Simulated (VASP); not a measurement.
Output of a VASP run:

File OSZICAR:
```
       N       E                     dE             d eps       ncg     rms          rms(c)
DAV:   1     0.115463846874E+03    0.11546E+03   -0.93490E+03  2024   0.131E+03
DAV:   2    -0.117608098602E+02   -0.12722E+03   -0.12267E+03  2212   0.347E+02
DAV:   3    -0.141580334367E+02   -0.23972E+01   -0.23262E+01  2372   0.492E+01
DAV:   4    -0.141817039855E+02   -0.23671E-01   -0.23660E-01  2332   0.504E+00
DAV:   5    -0.141822752442E+02   -0.57126E-03   -0.57125E-03  2480   0.682E-01    0.114E+01
DAV:   6    -0.136491863299E+02    0.53309E+00   -0.34721E+00  2140   0.212E+01    0.255E+00
DAV:   7    -0.135754528769E+02    0.73733E-01   -0.28722E-01  2124   0.632E+00    0.201E+00
DAV:   8    -0.135604710083E+02    0.14982E-01   -0.18245E-02  2176   0.142E+00    0.206E-01
DAV:   9    -0.135603352134E+02    0.13579E-03   -0.27753E-04  2448   0.162E-01    0.135E-01
DAV:  10    -0.135603363449E+02   -0.11315E-05   -0.31169E-05  2512   0.757E-02    0.744E-03
DAV:  11    -0.135603350744E+02    0.12705E-05   -0.18817E-06  2368   0.178E-02    0.484E-03
DAV:  12    -0.135603344884E+02    0.58603E-06   -0.76654E-08  1356   0.254E-03    0.219E-04
DAV:  13    -0.135603344917E+02   -0.33065E-08   -0.73885E-09  1056   0.772E-04
   1 F= -.13560334E+02 E0= -.13560235E+02  d E =-.297193E-03
```

File OUTCAR:
```
------------------------ aborting loop because EDIFF is reached ----------------------------------------
  FORCE on cell =-STRESS in cart. coord.  units (eV):
  Direction    XX          YY          ZZ          XY          YZ          ZX
  --------------------------------------------------------------------------------------
  Total       -0.0339201     -0.0339201     -0.0339201     -0.0000000      0.0000000      0.0000000
  in kB       -1.9804488     -1.9804488     -1.9804488     -0.0000000      0.0000000      0.0000000
  external PRESSURE =      -1.9804488 kB  Pullay stress =       0.0000000 kB
  volume of cell :       27.44
      direct lattice vectors                 reciprocal lattice vectors
     3.016255578  0.000000000  0.000000000     0.331536892  0.000000000  0.000000000
     0.000000000  3.016255578  0.000000000     0.000000000  0.331536892  0.000000000
     0.000000000  0.000000000  3.016255578     0.000000000  0.000000000  0.331536892
 POSITION                                       TOTAL-FORCE (eV/Angst)
 -----------------------------------------------------------------------------------
      1.50813      1.50813      1.50813         0.000000      0.000000      0.000000
      0.00000      0.00000      0.00000         0.000000      0.000000      0.000000
 -----------------------------------------------------------------------------------
    total drift:                                0.000000      0.000000      0.000000
  FREE ENERGIE OF THE ION-ELECTRON SYSTEM (eV)
  ---------------------------------------------------
  free  energy   TOTEN  =       -13.5603344917 eV

  energy  without entropy=      -13.5600372984  energy(sigma->0) =      -13.56023543
```
(Selected blocks of OUTCAR.)

POSCAR:
```
RuAl
1
    3.0162555781     0.0000000000     0.0000000000
    0.0000000000     3.0162555781     0.0000000000
    0.0000000000     0.0000000000     3.0162555781
Al Ru
1 1
Direct
  0.5000000000   0.5000000000   0.5000000000
  0.0000000000   0.0000000000   0.0000000000
```

Q: Write an INCAR and KPOINTS that could have produced this output.

A: This is not unique; one that fits is the input of the run itself, revPBE GGA, plane waves, VASP's PBE PAW potentials (set 64).

### INCAR
```
# general
SYSTEM =RuAl
PREC   =Accurate
ENCUT  =520
LREAL  =.FALSE.
LASPH  =.TRUE.

# electronic loop
EDIFF  =1E-7
NELM   =100
ALGO   =Normal
LMAXMIX=4

# smearing
ISMEAR =1
SIGMA  =0.1

# functional
GGA    =RE

# ions
ISIF   =2

# output
LWAVE  =.FALSE.
LCHARG =.FALSE.
```

### KPOINTS
```
Regular mesh
0
G
12 12 12
```

POTCAR, in this order: Al Ru_pv (PBE.64 set). Program: vasp_std.

The compound is RuAl in the CsCl type structure. It was relaxed first. The electron count is odd and the run is not spin-polarised, which forces a metal.
